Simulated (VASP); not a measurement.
These are r2SCAN meta-GGA, VASP's PBE PAW potentials (set 64) (plane waves; VASP) values and carry that method's errors.

Input for VASP

KPOINTS_OPT:
```
k-points along high-symmetry lines
10
Line-mode
Reciprocal
  0.000000   0.000000   0.000000 ! GAMMA
  0.000000   0.500000   0.000000 ! X

  0.000000   0.500000   0.000000 ! X
  0.500000   0.500000   0.000000 ! M

  0.500000   0.500000   0.000000 ! M
  0.000000   0.000000   0.000000 ! GAMMA

  0.000000   0.000000   0.000000 ! GAMMA
  0.500000   0.500000   0.500000 ! R

  0.500000   0.500000   0.500000 ! R
  0.000000   0.500000   0.000000 ! X

  0.500000   0.500000   0.500000 ! R
  0.500000   0.500000   0.000000 ! M
```

**INCAR**
```
SYSTEM = GePd
PREC = Accurate
ENCUT = 400
EDIFF = 1E-7
NELM = 100
ALGO = Normal
LREAL = .FALSE.
LASPH = .TRUE.
ISMEAR = -5
METAGGA = R2SCAN
LMIXTAU = .TRUE.
LMAXMIX = 4
LWAVE = .FALSE.
LCHARG = .FALSE.
LORBIT = 11
NEDOS = 601
ISIF = 2
```

POSCAR:
```
GePd
1
    3.1339924267     0.0000000000     0.0000000000
    0.0000000000     3.1339924267     0.0000000000
    0.0000000000     0.0000000000     3.1339924267
Pd Ge
1 1
Direct
  0.0000000000   0.0000000000   0.0000000000
  0.5000000000   0.5000000000   0.5000000000
```

### KPOINTS
```
Automatic
0
Gamma
13 13 13
0 0 0
```

POTCAR, in this order: Pd Ge_d (PBE.64 set). Program: vasp_std.

What VASP printed:

**OUTCAR**
```
 ion  position               nearest neighbor table
   1  0.000  0.000  0.000-   2 2.71   2 2.71   2 2.71   2 2.71   2 2.71   2 2.71   2 2.71   2 2.71
  LATTYP: Found a simple cubic cell.
 ALAT       =     3.1339924267
 Subroutine PRICEL returns:
 Original cell was already a primitive cell.
 Subroutine GETGRP returns: Found 48 space group operations
The static configuration has the point symmetry O_h .
The dynamic configuration has the point symmetry O_h .
 Subroutine INISYM returns: Found 48 space group operations
 Subroutine IBZKPT returns following result:
 Found     84 irreducible k-points:

 Following reciprocal coordinates:
            Coordinates               Weight
  0.000000  0.000000  0.000000      1.000000
  0.076923  0.000000  0.000000      6.000000
  0.153846  0.000000  0.000000      6.000000
  0.230769  0.000000  0.000000      6.000000
  0.307692  0.000000  0.000000      6.000000
  0.384615  0.000000  0.000000      6.000000
  0.461538  0.000000  0.000000      6.000000
  0.076923  0.076923  0.000000     12.000000
  0.153846  0.076923  0.000000     24.000000
  0.230769  0.076923  0.000000     24.000000
  0.307692  0.076923  0.000000     24.000000
  0.384615  0.076923  0.000000     24.000000
  0.461538  0.076923  0.000000     24.000000
  0.153846  0.153846  0.000000     12.000000
  0.230769  0.153846  0.000000     24.000000
  0.307692  0.153846  0.000000     24.000000
  0.384615  0.153846  0.000000     24.000000
  0.461538  0.153846  0.000000     24.000000
  0.230769  0.230769  0.000000     12.000000
  0.307692  0.230769  0.000000     24.000000
  0.384615  0.230769  0.000000     24.000000
  0.461538  0.230769  0.000000     24.000000
  0.307692  0.307692  0.000000     12.000000
  0.384615  0.307692  0.000000     24.000000
  0.461538  0.307692  0.000000     24.000000
...
```

**OSZICAR**
```
       N       E                     dE             d eps       ncg     rms          rms(c)
DAV:   1     0.103072793529E+03    0.10307E+03   -0.11002E+04  2952   0.327E+03
DAV:   2    -0.300242445985E+02   -0.13310E+03   -0.13078E+03  2912   0.526E+02
DAV:   3    -0.413603990087E+02   -0.11336E+02   -0.11299E+02  2976   0.107E+02
DAV:   4    -0.415904058279E+02   -0.23001E+00   -0.23001E+00  3408   0.148E+01
DAV:   5    -0.415966578269E+02   -0.62520E-02   -0.62576E-02  3448   0.253E+00    0.837E+00
DAV:   6    -0.372260795466E+02    0.43706E+01   -0.63260E+00  2720   0.231E+01    0.536E+00
DAV:   7    -0.371334001199E+02    0.92679E-01   -0.69301E-01  2928   0.725E+00    0.274E+00
DAV:   8    -0.371391884003E+02   -0.57883E-02   -0.16880E-01  3024   0.281E+00    0.971E-01
DAV:   9    -0.371347630115E+02    0.44254E-02   -0.58949E-02  2848   0.234E+00    0.871E-02
DAV:  10    -0.371358093416E+02   -0.10463E-02   -0.44685E-03  2920   0.709E-01    0.685E-02
DAV:  11    -0.371360119888E+02   -0.20265E-03   -0.15995E-03  2872   0.450E-01    0.414E-02
DAV:  12    -0.371367980379E+02   -0.78605E-03   -0.55769E-04  2872   0.259E-01    0.952E-03
DAV:  13    -0.371368312814E+02   -0.33244E-04   -0.50824E-05  3184   0.679E-02    0.552E-03
DAV:  14    -0.371368399444E+02   -0.86630E-05   -0.34184E-06  3072   0.165E-02    0.359E-03
DAV:  15    -0.371368430174E+02   -0.30730E-05   -0.19490E-06  3136   0.118E-02    0.650E-04
DAV:  16    -0.371368435506E+02   -0.53320E-06   -0.26363E-07  2944   0.553E-03    0.464E-04
DAV:  17    -0.371368437638E+02   -0.21323E-06   -0.34907E-08  1664   0.202E-03    0.116E-04
DAV:  18    -0.371368437153E+02    0.48552E-07   -0.40126E-09  1544   0.805E-04
   1 F= -.37136844E+02 E0= -.37136844E+02  d E =0.000000E+00
       N       E                     dE             ncg
```

OUTCAR:
```
------------------------ aborting loop because EDIFF is reached ----------------------------------------
  FORCE on cell =-STRESS in cart. coord.  units (eV):
  Direction    XX          YY          ZZ          XY          YZ          ZX
  --------------------------------------------------------------------------------------
  Total        0.1006343      0.1006343      0.1006343      0.0000000      0.0000000     -0.0000000
  in kB        5.2379694      5.2379694      5.2379694      0.0000000      0.0000000     -0.0000000
  external PRESSURE =       5.2379694 kB  Pullay stress =       0.0000000 kB
  volume of cell :       30.78
      direct lattice vectors                 reciprocal lattice vectors
     3.133992427  0.000000000  0.000000000     0.319081818  0.000000000  0.000000000
     0.000000000  3.133992427  0.000000000     0.000000000  0.319081818  0.000000000
     0.000000000  0.000000000  3.133992427     0.000000000  0.000000000  0.319081818
 POSITION                                       TOTAL-FORCE (eV/Angst)
 -----------------------------------------------------------------------------------
      0.00000      0.00000      0.00000         0.000000      0.000000      0.000000
      1.56700      1.56700      1.56700         0.000000      0.000000      0.000000
 -----------------------------------------------------------------------------------
    total drift:                               -0.000000      0.000000      0.000000
  FREE ENERGIE OF THE ION-ELECTRON SYSTEM (eV)
  ---------------------------------------------------
  free  energy   TOTEN  =       -37.1368437153 eV

  energy  without entropy=      -37.1368437153  energy(sigma->0) =      -37.13684372

 total charge

# of ion       s       p       d       tot
------------------------------------------
    1        0.452   0.463   8.624   9.540
    2        1.164   1.042  10.058  12.264
--------------------------------------------------
tot          1.616   1.506  18.682  21.804
```
(Selected blocks of OUTCAR.)

For a metal the tetrahedron method with Blöchl corrections gives inexact stress and forces.

The structure was generated: GePd was put into the CsCl type (Pm-3m), which need not be its known phase. It was relaxed first.
